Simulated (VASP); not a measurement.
Set up this calculation in VASP 6.6.1, as the native input.

```yaml
Task: single point
Functional: HSE06
Dispersion: D4
Potentials_or_basis: VASP PAW PBE potentials, release 64 (S, Si, H)
Cutoff: 520 eV
k_mesh: 1 × 1 × 1
Occupations: gaussian, width 0.01 eV
Spin: no spin polarisation
Grid_for_exact_exchange_PRECFOCK: Fast
Screening_parameter: 0.2 1/A
Further_INCAR_settings: ALGO = Normal; EDIFF = 1e-06; NBANDS = 17
```

S2SiH2, in a box:

```
CELL_PARAMETERS angstrom
13.00000 0.00000 0.00000
0.00000 12.00000 0.00000
0.00000 0.00000 11.00000
ATOMIC_POSITIONS crystal
S 0.45482 0.41330 0.45802
S 0.61383 0.59173 0.57397
Si 0.45370 0.57936 0.52884
H 0.35374 0.41177 0.43221
H 0.64826 0.49080 0.53930
```

These files were run (other wordings do the same):

POSCAR

```
SiH2S2
1.0
   13.0000000000      0.0000000000      0.0000000000
    0.0000000000     12.0000000000      0.0000000000
    0.0000000000      0.0000000000     11.0000000000
S Si H
2 1 2
Cartesian
    5.9125999400      4.9596500400      5.0382500300
    7.9798000100      7.1007500400      6.3136499800
    5.8981000000      6.9523500000      5.8172500100
    4.5985999800      4.9412499600      4.7543500400
    8.4274000200      5.8895499600      5.9323500500
```

INCAR.step1

```
SYSTEM = SiH2S2
ALGO = Normal ; EDIFF = 1E-5
ENCUT = 520 ; GGA = PE
ISIF = 2 ; ISMEAR = 0
LASPH = .True. ; LCHARG = .False.
LREAL = .False. ; LWAVE = .True.
NBANDS = 17 ; NELM = 80
PREC = Accurate ; SIGMA = 0.01
```

INCAR.step2

```
SYSTEM = SiH2S2
ALGO = Normal ; EDIFF = 1E-6
ENCUT = 520 ; GGA = PE
HFSCREEN = 0.2 ; ISIF = 2
ISMEAR = 0 ; ISTART = 1
IVDW = 13 ; LASPH = .True.
LCHARG = .False. ; LHFCALC = .True.
LREAL = .False. ; LWAVE = .False.
NBANDS = 17 ; NELM = 80
PREC = Accurate ; PRECFOCK = Fast
SIGMA = 0.01
```

KPOINTS

```
k-points
0
Gamma
  1 1 1
  0 0 0
```

Potentials or basis: VASP PAW PBE potentials, release 64 (S, Si, H).

The run is started by

```bash
$ cat potpaw_PBE.64/S/POTCAR potpaw_PBE.64/Si/POTCAR potpaw_PBE.64/H/POTCAR > POTCAR
$ cp INCAR.step1 INCAR
$ mpirun -np 1 vasp_gam > vasp.out
$ cp INCAR.step2 INCAR
$ mpirun -np 1 vasp_gam > vasp.out
```

It gave:

- Largest force: 0.130 eV/Å
- Gap between the frontier levels: 4.17 eV
- Dispersion energy per atom: -0.025 eV

Caveat: the PAW data sets were made with another functional, which shifts forces and pressure a little.

Run time: 6.4 min on 1 thread of Intel(R) Xeon(R) 6975P-C (Granite Rapids) (shared host), peak memory 1.4 GiB.
